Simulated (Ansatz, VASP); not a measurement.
# Cross-check of TiTe2 between VASP and Ansatz, part 2 of 2

One calculation is typed for both programs; each brings its own data sets. How far apart do they land? The structure shown is the end of the Ansatz relaxation below.

VASP 6.6.1 and Ansatz 0.2.0.

So far. Step 3 (VASP: single point, PBE, pair 1): The run ends at a pressure of -0.17 GPa, with forces up to 0.017 eV/Å.

## (6) VASP: single point, PBE, pair 2

Level of this step: PBE, no spin polarisation; plane waves and PAW (Ti_sv, Te) (VASP).

The same cell, functional, mesh and smearing now go to VASP, with its own data sets.

INCAR reads:

```
SYSTEM = TiTe2
PREC = Accurate
ENCUT = 400
EDIFF = 1E-06
NELM = 120
ISMEAR = 0
SIGMA = 0.01
LREAL = .FALSE.
ALGO = Normal
GGA = PE
NBANDS = 18
LASPH = .TRUE.
LORBIT = 11
LWAVE = .FALSE.
LCHARG = .FALSE.
ISIF = 2
LDIPOL = .TRUE.
IDIPOL = 3
DIPOL = 0.5 0.5 0.323
LVHAR = .TRUE.
GGA_COMPAT = .FALSE.
EFERMI = MIDGAP
NELMDL = -8
KPAR = 2
```

POSCAR reads:

```
TiTe2
1.0
    3.8603046438      0.0000000000      0.0000000000
   -1.9301523219      3.2457494057      0.0000000000
    0.0000000000      0.0000000000     31.0000000000
Ti Te
1 2
Direct
    0.3313399161      0.6626798323      0.3225806452
    0.6676633752      0.3353267505      0.3796951530
    0.6676633752      0.3353267505      0.2654661374
```

KPOINTS reads:

```
Automatic mesh
0
Gamma
12 12 1
0 0 0
```

PAW data sets: Ti_sv and Te (PBE family, release 64).

The run is started by

```bash
mpirun -np 2 vasp_std
```

Numbers of over 12 decimals in the logs are rounded to 6 here.

The program printed:

```text
[... set-up lines as in an earlier step ...]
 entering main loop
       N       E                     dE             d eps       ncg     rms          rms(c)
DAV:   1     0.136407569715E+03    0.13641E+03   -0.91591E+03  1908   0.795E+02
DAV:   2     0.406066039278E+00   -0.13600E+03   -0.13378E+03  2056   0.210E+02
DAV:   3    -0.173065163208E+02   -0.17713E+02   -0.17564E+02  2934   0.667E+01
DAV:   4    -0.182651628988E+02   -0.95865E+00   -0.95368E+00  2100   0.153E+01
[...]
DAV:  26    -0.158609058543E+02   -0.17218E-05   -0.65605E-08   994   0.129E-03    0.480E-04
DAV:  27    -0.158609076603E+02   -0.18060E-05   -0.23957E-08   932   0.761E-04    0.317E-04
DAV:  28    -0.158609079440E+02   -0.28369E-06   -0.28195E-08  1036   0.971E-04
   1 F= -.15860908E+02 E0= -.15860908E+02  d E =-.618392E-51
```

Parts of OUTCAR (step 6):

```text
  Total       -1.2675018     -0.4847421     -0.0136380      0.0000000      0.0000000      0.0000000
  in kB       -5.2283051     -1.9995075     -0.0562554      0.0000000      0.0000000      0.0000000
  external PRESSURE =      -2.4280227 kB  Pullay stress =       0.0000000 kB

 POSITION                                       TOTAL-FORCE (eV/Angst)
 -----------------------------------------------------------------------------------
     -0.00000      2.15089     10.00000        -0.000000     -0.001688      0.000000
      1.93015      1.08839     11.77055         0.000000      0.000844      0.016551
      1.93015      1.08839      8.22945         0.000000      0.000844     -0.016551
 -----------------------------------------------------------------------------------
    total drift:                                0.000001      0.000478      0.000061

  FREE ENERGIE OF THE ION-ELECTRON SYSTEM (eV)
  ---------------------------------------------------
  free  energy   TOTEN  =       -15.8609079440 eV

  energy  without entropy=      -15.8609079440  energy(sigma->0) =      -15.86090794

[... 1 part as in an earlier step ...]

[... 2 further parts left out ...]
[key lines of the parts left out:]
E-fermi :  -2.8289
```

The run ends at a pressure of -0.24 GPa, with forces up to 0.017 eV/Å.

## (7) Differences

What differs besides the data sets and the points named for the pairs above, as far as they apply: the data sets hold 44 valence electrons in Ansatz (on its PAW soft_1 files) and 24 in VASP. Total energies have different zeros and are not compared.

Compared:

| quantity | Ansatz | VASP | difference |
| --- | --- | --- | --- |
| gap on the k mesh (eV) | 0.210 | 0.209 | +0.001 |

At this near-relaxed geometry the largest component of a force difference is 16 meV/Å. A gap on the mesh is an upper bound, since the band edges may lie between its points. With vacuum in the cell, a pressure given here is an average over mostly empty space and none of the material.

## (8) Ansatz: relaxation, PBE

This run makes the geometry at which the two programs are then compared.

The structure compared here is the end of the Ansatz relaxation.

input.yaml reads:

```yaml
crystal:
  lattice:
    - [3.7478685862, 0.0, 0.0]
    - [-1.8739342931, 3.3431218879, 0.0]
    - [0.0, 0.0, 31.0]
  atoms:
    - { symbol: Ti, position: [0.3345555311, 0.6691110622, 0.3225806452] }
    - { symbol: Te, position: [0.6660555678, 0.3321111355, 0.379860342] }
    - { symbol: Te, position: [0.6660555678, 0.3321111355, 0.2653009483] }
  periodic: [true, true, false]
kpoints:
  mp_grid: { grid: [12, 12, 1] }
hamiltonian:
  xc: pbe
  pseudopotentials: { kind: paw, azcp: { folder: soft_1 } }
scf:
  occupations: { method: gaussian, width: 0.01 }
output:
  forces: true
  stress: true
  eigenvalues: true
relax:
  adjacent_minimum: "off"
  f_tol: 0.001
  max_steps: 60
```

The run is started by

```bash
ansatz run input.yaml --threads 4 --pin off --max-ram 16384MiB --backend cpu --events-out ev --progress --plain --runs-dir out
```

The program printed:

```text
[...]
Crystal: 3 atoms, lattice volume = 388.417 Å³
Basis set: ecut = 420 eV, 7623 PW (Γ), exchange–correlation on 54×54×432 points (8 copies of the dense FFT grid, shifted against one another)
Bands: 27, of which v1, the nominal top of the filled ones, is band 22 counted from 1 (21 counted from 0)
Symmetry: 4 space group operations
[...]
--- Relaxed structure (5 steps of the walk, 4 accepted, 0 SCFs on fresh bases) ---
  F+E_penalty+E_count = -16461.52739401 eV   max|allowed force component| = 1.217e-5 eV/Å
  cell:  # Å, volume = 388.4170 Å³
    - [3.7478685862, 0.0, 0.0]
    - [-1.8739342931, 3.3431218879, 0.0]
    - [0.0, 0.0, 31.0]
  atoms:
    - { symbol: Ti, position: [0.335077, 0.670154, 0.322581] }
    - { symbol: Te, position: [0.665795, 0.331590, 0.379696] }
    - { symbol: Te, position: [0.665795, 0.331590, 0.265465] }
[key lines of the parts left out:]
SCF converged after 4 iterations
Free energy (F): -16461.527394 eV
Fermi energy:    -5.275756 eV
P = ½ c Tr σ = -1.0427 N/m
```

## (9) VASP: single point, PBE, pair 3

The same cell, functional, mesh and smearing now go to VASP, with its own data sets.

INCAR is that of step 6.

POSCAR reads:

```
TiTe2
1.0
    3.7478685862      0.0000000000      0.0000000000
   -1.8739342931      3.3431218879      0.0000000000
    0.0000000000      0.0000000000     31.0000000000
Ti Te
1 2
Direct
    0.3350770234      0.6701540468      0.3225806452
    0.6657948216      0.3315896432      0.3796964335
    0.6657948216      0.3315896432      0.2654648569
```

KPOINTS is that of step 6.

The run is started by

```bash
mpirun -np 2 vasp_std
```

The program printed:

```text
[... set-up lines as in an earlier step ...]
 entering main loop
       N       E                     dE             d eps       ncg     rms          rms(c)
DAV:   1     0.137382758360E+03    0.13738E+03   -0.91339E+03  1908   0.793E+02
DAV:   2    -0.593170664579E-01   -0.13744E+03   -0.13514E+03  2054   0.210E+02
DAV:   3    -0.173713075253E+02   -0.17312E+02   -0.17252E+02  2928   0.666E+01
DAV:   4    -0.182722598685E+02   -0.90095E+00   -0.89678E+00  2102   0.149E+01
[...]
DAV:  26    -0.158605558673E+02   -0.16356E-05   -0.67160E-08   988   0.137E-03    0.488E-04
DAV:  27    -0.158605577016E+02   -0.18343E-05   -0.23072E-08   934   0.701E-04    0.297E-04
DAV:  28    -0.158605580191E+02   -0.31750E-06   -0.29683E-08  1048   0.956E-04
   1 F= -.15860558E+02 E0= -.15860558E+02  d E =-.158458E-41
```

OUTCAR, selected parts (step 9):

```text
  Total       -0.4482165     -1.3010127     -0.0140802      0.0000000      0.0000000      0.0000000
  in kB       -1.8488436     -5.3665337     -0.0580795      0.0000000      0.0000000      0.0000000
  external PRESSURE =      -2.4244856 kB  Pullay stress =       0.0000000 kB

 POSITION                                       TOTAL-FORCE (eV/Angst)
 -----------------------------------------------------------------------------------
     -0.00000      2.24041     10.00000         0.000000      0.001049      0.000000
      1.87393      1.10854     11.77059        -0.000000     -0.000524      0.016952
      1.87393      1.10854      8.22941        -0.000000     -0.000524     -0.016952
 -----------------------------------------------------------------------------------
    total drift:                                0.000014     -0.000372      0.000058

  FREE ENERGIE OF THE ION-ELECTRON SYSTEM (eV)
  ---------------------------------------------------
  free  energy   TOTEN  =       -15.8605580191 eV

  energy  without entropy=      -15.8605580191  energy(sigma->0) =      -15.86055802

[... 1 part as in an earlier step ...]

[... 2 further parts left out ...]
[key lines of the parts left out:]
E-fermi :  -2.8372
```

The run ends at a pressure of -0.24 GPa, with forces up to 0.017 eV/Å.

## (10) Comparison

What differs besides the data sets and the points named for the pairs above, as far as they apply: the data sets hold 44 valence electrons in Ansatz (on its PAW soft_1 files) and 24 in VASP. Total energies have different zeros and are not compared.

Compared:

| quantity | Ansatz | VASP | difference |
| --- | --- | --- | --- |
| gap on the k mesh (eV) | 0.188 | 0.187 | +0.001 |

At this near-relaxed geometry the largest component of a force difference is 17 meV/Å. A gap on the mesh is an upper bound, since the band edges may lie between its points. With vacuum in the cell, a pressure given here is an average over mostly empty space and none of the material.

## (11) Summary of results

```
difference in gap on the k mesh (single point, PBE, pair 1) : 8.3e-4 eV
r.m.s. force difference (single point, PBE, pair 1)         : 7.9 meV/Å
difference in gap on the k mesh (single point, PBE, pair 2) : 9.1e-4 eV
r.m.s. force difference (single point, PBE, pair 2)         : 7.8 meV/Å
difference in gap on the k mesh (single point, PBE, pair 3) : 8.2e-4 eV
r.m.s. force difference (single point, PBE, pair 3)         : 8.0 meV/Å
```

What this shows: The r.m.s. force difference is 8.0 meV/Å (single point, PBE, pair 3), within the 12 meV/Å picked in this series as the mark of a large difference. The data sets hold unlike numbers of valence electrons (44 in Ansatz and 24 in VASP), so part of the differences comes from the potentials. 9 further runs of this series are not shown here. Such differences can come from data sets, numerical settings and the points named under the comparisons, not from the functional's error against experiment.

[Lines on the potential files, build, host, timing and source positions are cut from VASP's logs without a mark.]

[Logs are printed without paths, hosts, clocks, repeated set-up lines and the standing remarks that a program may print on its own settings, such as how far it seeks lower states.]

[Hosts, paths, dates, database ids (printed as entryN), source tags and the programs' standing remarks are cut or masked in the printed files.]
